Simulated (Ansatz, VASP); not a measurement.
## One calculation of LiSi2C3, two programs

```
CELL_PARAMETERS angstrom
2.99802 0.00000 0.00000
-1.49901 2.59636 0.00000
0.00000 0.00000 7.37478
ATOMIC_POSITIONS crystal
Li 0.00000 0.00000 0.00000
Si 0.66667 0.33333 0.69133
Si 0.33333 0.66667 0.30867
C 0.33333 0.66667 0.79078
C 0.66667 0.33333 0.20922
C 0.00000 0.00000 0.50000
```

Alike in both runs: functional PBE; k mesh 15 × 15 × 6; occupations gaussian, width 0.1 eV; no spin polarisation.

Ansatz relaxed the structure, and its values are those at the end. VASP's run is a single point on that final structure, the one shown.

|  | VASP | Ansatz |
| --- | --- | --- |
| version | VASP 6.6.1 | Ansatz 0.2.0 |
| potentials or method | VASP PAW PBE potentials, release 64 (Li_sv, Si, C) | scalar-relativistic, plane waves, PAW |
| plane-wave cutoff (eV) | 520 | 420 |
| valence electrons in the cell | 23 | 23 |

Ansatz gave:

```
gap on the k mesh at the Fermi level (eV) : none
rms of the force components (eV/Å)        : 0.000
```

Which values does VASP return?

gap on the k mesh at the Fermi level (eV): none; rms of the force components (eV/Å): 0.004.

A gap of «none» marks a metal or a gap that the smearing closes.
